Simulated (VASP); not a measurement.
All values below come from PBE GGA, VASP's PBE PAW potentials (set 64) (plane waves; VASP 6.6.1).

Input for VASP

POSCAR:
```
MoTe2
3.5414720
  0.5000000000  -0.8660254832   0.0000000000
  0.5000000000   0.8660254832   0.0000000000
  0.0000000000   0.0000000000   3.9659090909
Te Mo
4 2
direct
  0.3333330000   0.6666670000   0.8790000000
  0.6666670000   0.3333330000   0.3790000000
  0.6666670000   0.3333330000   0.1210000000
  0.3333330000   0.6666670000   0.6210000000
  0.3333330000   0.6666670000   0.2500000000
  0.6666670000   0.3333330000   0.7500000000
```

**INCAR**
```
! general
SYSTEM   =  MoTe2
PREC     =  Accurate
ENCUT    =  300
LREAL    =  .FALSE.
LASPH    =  .TRUE.
NBANDS   =  38

! electronic loop
EDIFF    =  1E-6
NELM     =  100
ALGO     =  Normal
LMAXMIX  =  4

! smearing
ISMEAR   =  -1
SIGMA    =  0.05

! functional
GGA      =  PE

! ions
ISIF     =  2

! output
LWAVE    =  .FALSE.
LCHARG   =  .FALSE.
```

KPOINTS_OPT:
```
k-points along high-symmetry lines
6
Line-mode
Reciprocal
  0.000000   0.000000   0.000000 ! GAMMA
  0.000000   0.500000   0.000000 ! M

  0.000000   0.500000   0.000000 ! M
 -0.333333   0.666667   0.000000 ! K

 -0.333333   0.666667   0.000000 ! K
  0.000000   0.000000   0.000000 ! GAMMA

  0.000000   0.000000   0.000000 ! GAMMA
  0.000000   0.000000   0.500000 ! A

  0.000000   0.000000   0.500000 ! A
  0.000000   0.500000   0.500000 ! L

  0.000000   0.500000   0.500000 ! L
 -0.333333   0.666667   0.500000 ! H

 -0.333333   0.666667   0.500000 ! H
  0.000000   0.000000   0.500000 ! A

  0.000000   0.500000   0.500000 ! L
  0.000000   0.500000   0.000000 ! M

 -0.333333   0.666667   0.500000 ! H
 -0.333333   0.666667   0.000000 ! K
```

File KPOINTS:
```
Automatic
0
Gamma
 7 7 2
```

POTCAR, in this order: Te Mo_sv (PBE.64 set). Program: vasp_std.

Output

### OSZICAR
```
       N       E                     dE             d eps       ncg     rms          rms(c)
DAV:   1     0.267246248094E+03    0.26725E+03   -0.20779E+04  1488   0.795E+02
DAV:   2    -0.233783890602E+02   -0.29062E+03   -0.27861E+03  1536   0.240E+02
DAV:   3    -0.370602008695E+02   -0.13682E+02   -0.13478E+02  1488   0.461E+01
DAV:   4    -0.373109050089E+02   -0.25070E+00   -0.25044E+00  1448   0.627E+00
DAV:   5    -0.373174606298E+02   -0.65556E-02   -0.65552E-02  1476   0.969E-01    0.206E+01
DAV:   6    -0.365745666762E+02    0.74289E+00   -0.55491E+00  1322   0.124E+01    0.887E+00
DAV:   7    -0.364844673774E+02    0.90099E-01   -0.45184E+00  1276   0.103E+01    0.608E+00
DAV:   8    -0.360196437753E+02    0.46482E+00   -0.87379E-01  1276   0.502E+00    0.236E+00
DAV:   9    -0.360255643966E+02   -0.59206E-02   -0.18417E-01  1432   0.181E+00    0.102E+00
DAV:  10    -0.360180064602E+02    0.75579E-02   -0.25886E-02  1312   0.897E-01    0.326E-01
DAV:  11    -0.360182489387E+02   -0.24248E-03   -0.16649E-03  1566   0.168E-01    0.137E-01
DAV:  12    -0.360182526925E+02   -0.37538E-05   -0.17245E-04  1378   0.589E-02    0.139E-01
DAV:  13    -0.360182127750E+02    0.39917E-04   -0.17261E-04  1318   0.688E-02    0.161E-02
DAV:  14    -0.360182137459E+02   -0.97083E-06   -0.94887E-06  1368   0.124E-02
   1 F= -.36018214E+02 E0= -.36018203E+02  d E =-.224627E-04
       N       E                     dE             ncg
       N       E                     dE             ncg
       N       E                     dE             ncg
       N       E                     dE             ncg
```

### OUTCAR
```
------------------------ aborting loop because EDIFF is reached ----------------------------------------
  FORCE on cell =-STRESS in cart. coord.  units (eV):
  Direction    XX          YY          ZZ          XY          YZ          ZX
  --------------------------------------------------------------------------------------
  Total        0.8338923      0.8338925      1.2623729      0.0000000      0.0000000      0.0000000
  in kB        8.7578134      8.7578150     13.2578588      0.0000000      0.0000000      0.0000000
  external PRESSURE =      10.2578291 kB  Pullay stress =       0.0000000 kB
  volume of cell :      152.55
      direct lattice vectors                 reciprocal lattice vectors
     1.770736000 -3.067005000  0.000000000     0.282368461 -0.163025492  0.000000000
     1.770736000  3.067005000  0.000000000     0.282368461  0.163025492  0.000000000
     0.000000000  0.000000000 14.045156000     0.000000000  0.000000000  0.071198924
 POSITION                                       TOTAL-FORCE (eV/Angst)
 -----------------------------------------------------------------------------------
      1.77074      1.02234     12.34569        -0.000000     -0.000000     -0.036761
      1.77074     -1.02234      5.32311        -0.000000     -0.000000     -0.036761
      1.77074     -1.02234      1.69946        -0.000000     -0.000000      0.036761
      1.77074      1.02234      8.72204        -0.000000     -0.000000      0.036761
      1.77074      1.02234      3.51129         0.000000     -0.000000     -0.000000
      1.77074     -1.02234     10.53387        -0.000000      0.000000     -0.000000
 -----------------------------------------------------------------------------------
    total drift:                               -0.000000      0.001632     -0.000023
  FREE ENERGIE OF THE ION-ELECTRON SYSTEM (eV)
  ---------------------------------------------------
  free  energy   TOTEN  =       -36.0182137459 eV

  energy  without entropy=      -36.0181912832  energy(sigma->0) =      -36.01820251
```
(Selected blocks of OUTCAR.)

At this cut-off the stress carries a Pulay error, which pulls relaxed volumes low.

The structure is a typed MoTe2 crystal. The cell was not relaxed at this level. The run is one of a series of settings (NBANDS = 38 against the base run), some of them coarse on purpose.
